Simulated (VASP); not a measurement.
# Driving VASP from ASE on TaAs, part 2 of 3

Do ASE scripts that read TaAs from different structure formats give one answer, and do several routes find one equilibrium volume? All runs use LDA. Left out of this account: at least 1 further run (fields: a reference on another mesh). The start is a computed cell from the Materials Project.

VASP 6.6.1; LDA; plane waves and PAW (Ta_pv, As).

So far. Step 2 (A single point (LDA, through ASE)): The pressure is -6.58 GPa and the largest force 0.019 eV/Å, so the cell is not at a minimum at these settings. Step 3 (A single point (LDA, through ASE), try 2): The energy lies +5.73 meV an atom from the first script, since this cell and mesh sample the zone at other points.

**4. Relaxing cell and atoms (LDA, through ASE)**

System of this step: TaAs. The structure is tetragonal, space group I4_1md (No. 109). The conventional cell has a = 3.444 Å, b = 3.444 Å, c = 11.736 Å, α = 90.00°, β = 90.00°, γ = 90.00°. Nearest to Ta lie 6 As at 2.61 to 2.62 Å. As has 6 Ta at 2.61 to 2.62 Å nearest. Farther neighbours are not listed.

Properties are meant for the cell that this level of theory prefers, so cell and atoms are relaxed first (ISIF = 3) until forces and stress are small; EDIFFG sets the threshold.

Input file run.py:

```python
import numpy as np
from ase.calculators.vasp import Vasp
from ase.io import read

atoms = read('TaAs.cif')

calc = Vasp(
    xc='lda',
    pp='LDA',
    prec='Accurate',
    encut=400,
    ediff=1e-06,
    nelm=100,
    ismear=-1,
    sigma=0.05,
    lreal=False,
    algo='Normal',
    nbands=22,
    lasph=True,
    lorbit=11,
    lwave=False,
    lcharg=False,
    kpar=4,
    ibrion=2,
    nsw=60,
    isif=3,
    ediffg=-0.01,
    pp_version='64',
    setups={'Ta': '_pv', 'As': ''},
    kpts=(9, 9, 9),
    gamma=True,
    txt='vasp.out',
)
atoms.calc = calc

print("energy (eV):", round(atoms.get_potential_energy(), 6))
print("Fermi level (eV):", round(calc.get_fermi_level(), 4))
print("forces (eV/A):")
print(np.round(atoms.get_forces(), 4))
print("stress (GPa, Voigt, tension positive):", np.round(atoms.get_stress() * 160.21766, 3))
print("cell (A, degrees):", np.round(atoms.cell.cellpar(), 4))
print("volume (A^3):", round(atoms.get_volume(), 4))
print("positions:")
print(np.round(atoms.get_scaled_positions(), 5))
```

Input file TaAs.cif:

```cif
data_TaAs
_cell_length_a 3.44362672
_cell_length_b 3.44362672
_cell_length_c 6.35311108
_cell_angle_alpha 105.72490807
_cell_angle_beta 74.27509193
_cell_angle_gamma 90.00000000
_space_group_name_H-M_alt 'P1'
_space_group_name_Hall 'P 1'
_space_group_IT_number 1
loop_
_space_group_symop_operation_xyz
'x,y,z'
loop_
_atom_site_label
_atom_site_type_symbol
_atom_site_symmetry_multiplicity
_atom_site_Wyckoff_symbol
_atom_site_fract_x
_atom_site_fract_y
_atom_site_fract_z
_atom_site_occupancy
Ta1 Ta 1 a 0.4999673000 0.0000327000 0.0000654000 1
Ta2 Ta 1 a 0.7499673000 0.2500327000 0.5000654000 1
As1 As 1 a 0.0826321200 0.4173678800 0.8347357600 1
As2 As 1 a 0.3326321200 0.6673678800 0.3347357600 1
```

PAW data sets: Ta_pv and As (LDA family, release 64).

On the command line:

```bash
$ export ASE_VASP_COMMAND="mpirun -np 4 vasp_std"
$ python run.py
```

The program printed:

```text
energy (eV): -38.94526
Fermi level (eV): 7.2858
forces (eV/A):
[[-0.      0.     -0.0002]
 [-0.      0.     -0.0002]
 [ 0.     -0.      0.0002]
 [ 0.     -0.      0.0002]]
stress (GPa, Voigt, tension positive): [ 0.015  0.015  0.021 -0.     0.    -0.   ]
cell (A, degrees): [  3.4113   3.4113   6.2523 105.8311  74.1689  90.    ]
volume (A^3): 67.126
positions:
[[0.5003 0.9997 0.9994]
 [0.7503 0.2497 0.4994]
 [0.0823 0.4177 0.8354]
 [0.3323 0.6677 0.3354]]
```

Run time: 1.9 min. Hardware: 4 MPI ranks of AMD EPYC 7R43, shared host; peak memory 0.62 GiB.

The INCAR that ASE wrote:

```
ENCUT = 400.000000
SIGMA = 0.050000
EDIFF = 1.00e-06
EDIFFG = -1.00e-02
ALGO = Normal
PREC = Accurate
IBRION = 2
ISIF = 3
ISMEAR = -1
KPAR = 4
LORBIT = 11
NBANDS = 22
NELM = 100
NSW = 60
LASPH = .TRUE.
LCHARG = .FALSE.
LWAVE = .FALSE.
LREAL = .FALSE.
```

ASE turned this into the KPOINTS:

```
KPOINTS created by Atomic Simulation Environment
0
Gamma
9 9 9
0 0 0
```

vasp.out:

```text
[... set-up lines as in an earlier step ...]
 entering main loop
       N       E                     dE             d eps       ncg     rms          rms(c)
DAV:   1     0.204924183592E+03    0.20492E+03   -0.14617E+04  3332   0.115E+03
DAV:   2    -0.315252725215E+02   -0.23645E+03   -0.22669E+03  3842   0.326E+02
DAV:   3    -0.406264268312E+02   -0.91012E+01   -0.88537E+01  4236   0.587E+01
DAV:   4    -0.407860983200E+02   -0.15967E+00   -0.15886E+00  4052   0.736E+00
DAV:   5    -0.407901335283E+02   -0.40352E-02   -0.40317E-02  4312   0.886E-01    0.210E+01
DAV:   6    -0.390265044143E+02    0.17636E+01   -0.54778E+00  4016   0.139E+01    0.876E+00
DAV:   7    -0.389172130860E+02    0.10929E+00   -0.44100E-01  4652   0.405E+00    0.258E+00
DAV:   8    -0.388964909443E+02    0.20722E-01   -0.41614E-02  4124   0.944E-01    0.272E-01
DAV:   9    -0.388960491971E+02    0.44175E-03   -0.37266E-03  4220   0.306E-01    0.115E-01
DAV:  10    -0.388959556118E+02    0.93585E-04   -0.47247E-04  4050   0.169E-01    0.216E-02
DAV:  11    -0.388959543283E+02    0.12835E-05   -0.26654E-05  4442   0.293E-02    0.138E-02
DAV:  12    -0.388959525036E+02    0.18246E-05   -0.94287E-06  4102   0.212E-02    0.143E-03
DAV:  13    -0.388959524871E+02    0.16515E-07   -0.37977E-07  2490   0.423E-03
   1 F= -.38895952E+02 E0= -.38892833E+02  d E =-.388960E+02
 curvature:   0.00 expect dE= 0.000E+00 dE for cont linesearch  0.000E+00
 trial: gam= 0.00000 g(F)=  0.682E-04 g(S)=  0.295E+00 ort = 0.000E+00 (trialstep = 0.100E+01)
 search vector abs. value=  0.296E+00
 bond charge predicted
       N       E                     dE             d eps       ncg     rms          rms(c)
DAV:   1    -0.402977576787E+02   -0.14018E+01   -0.49882E+01  3354   0.653E+01    0.114E+01
DAV:   2    -0.390389845763E+02    0.12588E+01   -0.25093E+00  3354   0.133E+01    0.418E+00
DAV:   3    -0.387441113551E+02    0.29487E+00   -0.76938E-01  3792   0.704E+00    0.115E+00
DAV:   4    -0.387313979022E+02    0.12713E-01   -0.72749E-02  4072   0.152E+00    0.410E-01
DAV:   5    -0.387307734604E+02    0.62444E-03   -0.46282E-02  3918   0.165E+00    0.650E-01
DAV:   6    -0.387286147252E+02    0.21587E-02   -0.67261E-03  3944   0.569E-01    0.157E-01
DAV:   7    -0.387285523221E+02    0.62403E-04   -0.12267E-03  4622   0.195E-01    0.373E-02
DAV:   8    -0.387285477304E+02    0.45916E-05   -0.10505E-04  3952   0.615E-02    0.128E-02
DAV:   9    -0.387285446658E+02    0.30647E-05   -0.16082E-05  4014   0.235E-02    0.267E-03
DAV:  10    -0.387285446788E+02   -0.13017E-07   -0.46192E-07  2334   0.479E-03
   2 F= -.38728545E+02 E0= -.38725647E+02  d E =0.167408E+00
[...]
3 F= -.38947040E+02 E0= -.38943996E+02  d E =-.510871E-01
[...]
4 F= -.38947068E+02 E0= -.38944026E+02  d E =-.511159E-01
[...]
5 F= -.38948091E+02 E0= -.38944995E+02  d E =-.102215E-02
[...]
6 F= -.38948285E+02 E0= -.38945166E+02  d E =-.121645E-02
[...]
7 F= -.38948375E+02 E0= -.38945247E+02  d E =-.904019E-04
 trial-energy change:   -0.000090  1 .order   -0.000090   -0.000268    0.000087
 step:   0.7414(harm=  0.7414)  dis= 0.00145  next Energy=   -38.948386 (dE=-0.101E-03)
 bond charge predicted
       N       E                     dE             d eps       ncg     rms          rms(c)
DAV:   1    -0.389483728819E+02    0.30007E-05   -0.17389E-03  3324   0.340E-01    0.870E-03
DAV:   2    -0.389483860538E+02   -0.13172E-04   -0.14622E-04  3642   0.920E-02    0.395E-03
DAV:   3    -0.389483860609E+02   -0.70854E-08   -0.16641E-06  3260   0.988E-03
   8 F= -.38948386E+02 E0= -.38945260E+02  d E =-.101245E-03
 curvature:  -0.43 expect dE=-0.825E-06 dE for cont linesearch -0.239E-08
 trial: gam= 0.00999 g(F)=  0.111E-07 g(S)=  0.190E-05 ort = 0.132E-05 (trialstep = 0.934E+00)
 search vector abs. value=  0.197E-05
 reached required accuracy - stopping structural energy minimisation
```

From OUTCAR (step 4):

```text
  LATTYP: Found a body centered tetragonal cell.
 ALAT       =     3.4436267200
 C/A-ratio  =     3.4080009329

 Found     75 irreducible k-points:

   NELECT =      32.0000    total number of electrons

 E-fermi :   7.2858

 k-point     1 :       0.0000    0.0000    0.0000
  band No.  band energies     occupation
    ...
     12       4.7724      2.00000
     13       4.8605      2.00000
     14       5.2872      2.00000
     15       5.6448      2.00000
     16       5.6448      2.00000
     17       8.1929      0.00000
     18       8.9015      0.00000
     19       9.7579      0.00000
     20      10.5114      0.00000
     21      10.5114      0.00000
    ...

 k-point     2 :       0.1111    0.0000    0.0000
  band No.  band energies     occupation
    ...
     12       4.6390      2.00000
     13       5.0076      2.00000
     14       5.1990      2.00000
     15       5.5805      2.00000
     16       5.8938      2.00000
     17       7.9771      0.00000
     18       8.6370      0.00000
     19       9.6272      0.00000
     20      10.1056      0.00000
     21      10.6576      0.00000
    ...

  Total       -0.0064227     -0.0064227     -0.0086508     -0.0000000      0.0000000     -0.0000000
  in kB       -0.1532973     -0.1532973     -0.2064792     -0.0000000      0.0000000     -0.0000000
  external PRESSURE =      -0.1710246 kB  Pullay stress =       0.0000000 kB

  energy-cutoff  :      400.00
  volume of cell :       67.13
      direct lattice vectors                 reciprocal lattice vectors
     3.411313492 -0.000000000 -0.000000000     0.293142217  0.000000000 -0.086680709
     0.000000000  3.411313492  0.000000000     0.000000000  0.293142217  0.086680709
     1.705656748 -1.705656748  5.768296154     0.000000000 -0.000000000  0.173361418

 POSITION                                       TOTAL-FORCE (eV/Angst)
 -----------------------------------------------------------------------------------
      3.41131      1.70566      5.76483        -0.000000      0.000000     -0.000240
      3.41131     -0.00000      2.88069        -0.000000      0.000000     -0.000240
      1.70566     -0.00000      4.81884         0.000000     -0.000000      0.000240
      1.70566      1.70566      1.93469         0.000000     -0.000000      0.000240
 -----------------------------------------------------------------------------------
    total drift:                               -0.000002      0.000002     -0.000855

  FREE ENERGIE OF THE ION-ELECTRON SYSTEM (eV)
  ---------------------------------------------------
  free  energy   TOTEN  =       -38.9483860609 eV

  energy  without entropy=      -38.9421338615  energy(sigma->0) =      -38.94525996

 reached required accuracy - stopping structural energy minimisation

 total charge
# of ion       s       p       d       tot
------------------------------------------
    1        0.283   6.171   2.465   8.920
    2        0.283   6.171   2.465   8.920
    3        1.198   1.709   0.088   2.995
    4        1.198   1.709   0.088   2.995
--------------------------------------------------
tot          2.962  15.760   5.106  23.828

[... 6 parts as in an earlier step ...]

[... 6 further parts left out ...]
```

The run keeps the 8 symmetry operations of its start, so it cannot find a distortion of lower symmetry.

The steps of the relaxation:

```csv
step,energy less that of the first step (eV),largest force (eV/Å),pressure (GPa),volume (Å³)
1,0.0000,0.0188,-6.58,69.59
2,0.1674,0.0561,16.43,62.64
3,-0.0511,0.0301,-0.18,67.23
4,-0.0511,0.0303,0.01,67.17
5,-0.0521,0.0334,0.01,67.14
6,-0.0523,0.0354,0.01,67.12
7,-0.0524,0.0114,-0.02,67.13
8,-0.0524,0.0002,-0.02,67.13
```

```csv
"conventional cell, symmetrised",before,after,change
a (Å),3.444,3.411,-0.9 %
b (Å),3.444,3.411,-0.9 %
c (Å),11.736,11.537,-1.7 %
volume (Å³/atom),17.40,16.78,-3.5 %
```

Final coordinates:

```
Ta As
1.0
     3.41131    0.00000    0.00000
     0.00000    3.41131    0.00000
     1.70566   -1.70566    5.76830
Ta As
2 2
Direct
  0.50030 0.99970 0.99940
  0.75030 0.24970 0.49940
  0.08230 0.41770 0.83540
  0.33230 0.66770 0.33540
```

Numbers from this step:

```
electrons                              : 32
bands                                  : 22
irreducible k-points                   : 75
free energy (TOTEN)                    : -38.95 eV
energy at zero smearing                : -38.95 eV
Fermi energy                           : 7.286 eV
pressure                               : -0.01710 GPa
metallic, judged on the points sampled : yes
SCF cycles over all ionic steps        : 54
```

It ends with forces under 0.001 eV/Å and a pressure of -0.02 GPa.

**5. Equation of state by an ASE loop (LDA)**

An ASE loop scales the volume at fixed shape and fractional positions and fits the energies, which gives the bulk modulus of a clamped cell from energies alone.

Input file run.py:

```python
import numpy as np
from ase.calculators.vasp import Vasp
from ase.io import read
from ase.eos import EquationOfState
from ase.units import GPa

atoms = read('TaAs.cif')

calc = Vasp(
    xc='lda',
    pp='LDA',
    prec='Accurate',
    encut=400,
    ediff=1e-06,
    nelm=100,
    ismear=-1,
    sigma=0.05,
    lreal=False,
    algo='Normal',
    nbands=22,
    lasph=True,
    lorbit=11,
    lwave=False,
    lcharg=False,
    kpar=4,
    isif=2,
    pp_version='64',
    setups={'Ta': '_pv', 'As': ''},
    kpts=(9, 9, 9),
    gamma=True,
    txt='vasp.out',
)
atoms.calc = calc

cell, volumes, energies = atoms.get_cell(), [], []
for x in [0.94, 0.96, 0.98, 1.0, 1.02, 1.04, 1.06]:
    atoms.set_cell(cell * x ** (1 / 3), scale_atoms=True)
    volumes.append(atoms.get_volume())
    energies.append(atoms.get_potential_energy())
    print(f"{x:.2f}  V = {volumes[-1]:.4f} A^3  E = {energies[-1]:.6f} eV")
v0, e0, b0 = EquationOfState(volumes, energies, eos="birchmurnaghan").fit()
print(f"V0 = {v0:.4f} A^3  E0 = {e0:.6f} eV  B0 = {b0 / GPa:.2f} GPa")
```

TaAs.cif is that of step 4.

The program printed:

```text
0.94  V = 65.4102 A^3  E = -38.911749 eV
0.96  V = 66.8020 A^3  E = -38.941567 eV
0.98  V = 68.1937 A^3  E = -38.933945 eV
1.00  V = 69.5854 A^3  E = -38.892833 eV
1.02  V = 70.9771 A^3  E = -38.821792 eV
1.04  V = 72.3688 A^3  E = -38.724023 eV
1.06  V = 73.7605 A^3  E = -38.602407 eV
V0 = 67.1944 A^3  E0 = -38.943039 eV  B0 = 201.57 GPa
```

Wall time 4 min (4 MPI ranks); peak memory 0.64 GiB; 11 min of CPU time.

ASE turned this into the INCAR:

```
ENCUT = 400.000000
SIGMA = 0.050000
EDIFF = 1.00e-06
ALGO = Normal
PREC = Accurate
ISIF = 2
ISMEAR = -1
KPAR = 4
LORBIT = 11
NBANDS = 22
NELM = 100
LASPH = .TRUE.
LCHARG = .FALSE.
LWAVE = .FALSE.
LREAL = .FALSE.
```

The KPOINTS that ASE wrote:

```
KPOINTS created by Atomic Simulation Environment
0
Gamma
9 9 9
0 0 0
```

VASP's own log, vasp.out (the last of its runs):

```text
[banner, memory and clock lines left out]
running    4 mpi-ranks, on    1 nodes
 distrk:  each k-point on    1 cores,    4 groups
 distr:  one band on    1 cores,    1 groups

 POSCAR found type information on POSCAR TaAs
 POSCAR found :  2 types and       4 ions
 LDA part: xc-table for (Slater(with rela. corr.)+CA(PZ))
 , standard interpolation
 POSCAR, INCAR and KPOINTS ok, starting setup
 FFT: planning ... GRIDC
 FFT: planning ... GRID_SOFT
 FFT: planning ... GRID
 WAVECAR not read
 WARNING: random wavefunctions but no delay for mixing, default for NELMDL
 entering main loop
       N       E                     dE             d eps       ncg     rms          rms(c)
DAV:   1     0.201604602350E+03    0.20160E+03   -0.14523E+04  3356   0.114E+03
DAV:   2    -0.316117776048E+02   -0.23322E+03   -0.22384E+03  3940   0.321E+02
DAV:   3    -0.405330027117E+02   -0.89212E+01   -0.86951E+01  4262   0.570E+01
DAV:   4    -0.406832059095E+02   -0.15020E+00   -0.14924E+00  4150   0.708E+00
DAV:   5    -0.406868590431E+02   -0.36531E-02   -0.36496E-02  4238   0.858E-01    0.188E+01
DAV:   6    -0.387287140776E+02    0.19581E+01   -0.65549E+00  4088   0.145E+01    0.745E+00
DAV:   7    -0.386279498521E+02    0.10076E+00   -0.43070E-01  4570   0.388E+00    0.245E+00
DAV:   8    -0.386062314534E+02    0.21718E-01   -0.39930E-02  3988   0.871E-01    0.270E-01
DAV:   9    -0.386057534398E+02    0.47801E-03   -0.31477E-03  4344   0.272E-01    0.125E-01
DAV:  10    -0.386056797690E+02    0.73671E-04   -0.43239E-04  4074   0.162E-01    0.217E-02
DAV:  11    -0.386056759210E+02    0.38480E-05   -0.19398E-05  4240   0.295E-02    0.131E-02
DAV:  12    -0.386056746203E+02    0.13006E-05   -0.70002E-06  3998   0.186E-02    0.177E-03
DAV:  13    -0.386056745980E+02    0.22328E-07   -0.30690E-07  2544   0.384E-03
   1 F= -.38605675E+02 E0= -.38602407E+02  d E =-.653526E-02
```

From OUTCAR (step 5):

```text
   ENCUT  =  400.0 eV  29.40 Ry    5.42 a.u.   5.73  5.73 10.56*2*pi/ulx,y,z

   NELECT =      32.0000    total number of electrons

 E-fermi :   6.3441

 k-point     1 :       0.0000    0.0000    0.0000
  band No.  band energies     occupation
    ...
     12       3.9972      2.00000
     13       4.2073      2.00000
     14       4.5541      2.00000
     15       4.7957      2.00000
     16       4.7957      2.00000
     17       7.1752      0.00000
     18       7.7689      0.00000
     19       8.5051      0.00000
     20       9.2061      0.00000
     21       9.2061      0.00000
    ...

  Total       -7.2455368     -7.2455368     -6.6720149      0.0000000      0.0000000     -0.0000000
  in kB     -157.3828369   -157.3828369   -144.9251669      0.0000000      0.0000001     -0.0000001
  external PRESSURE =    -153.2302802 kB  Pullay stress =       0.0000000 kB

 POSITION                                       TOTAL-FORCE (eV/Angst)
 -----------------------------------------------------------------------------------
      1.75558     -0.00000      0.00039         0.000000     -0.000000      0.006674
      3.51117     -0.00000      2.99191         0.000000     -0.000000      0.006674
      1.75558     -0.00000      4.99425        -0.000000      0.000000     -0.006674
      1.75558      1.75558      2.00273        -0.000000      0.000000     -0.006674
 -----------------------------------------------------------------------------------
    total drift:                                0.000002     -0.000002     -0.000441

  FREE ENERGIE OF THE ION-ELECTRON SYSTEM (eV)
  ---------------------------------------------------
  free  energy   TOTEN  =       -38.6056745980 eV

  energy  without entropy=      -38.5991393424  energy(sigma->0) =      -38.60240697

[... 4 parts as in an earlier step ...]

[... 12 further parts left out ...]
```

This step gave:

| Quantity | Value |
| --- | --- |
| bulk modulus | 201.6 GPa |
| equilibrium volume of the fit | 16.80 Å³/atom |

The fit over cells of fixed shape and fractional positions puts the volume +0.10 % from the relaxed one.

[end of part 2 of 3]

[Lines on the potential files, build, host, timing and source positions are cut from VASP's logs without a mark.]

[Logs are printed without paths, hosts, clocks, repeated set-up lines and the standing remarks that a program may print on its own settings, such as how far it seeks lower states.]

[Hosts, paths, dates, database ids (printed as entryN), source tags and the programs' standing remarks are cut or masked in the printed files.]

[A measured line is paired with the nearest computed mode of its activity, which favours agreement.]

[In band tables of VASP the shares of atoms and orbitals are scaled to a sum of 1 inside the atoms' spheres.]
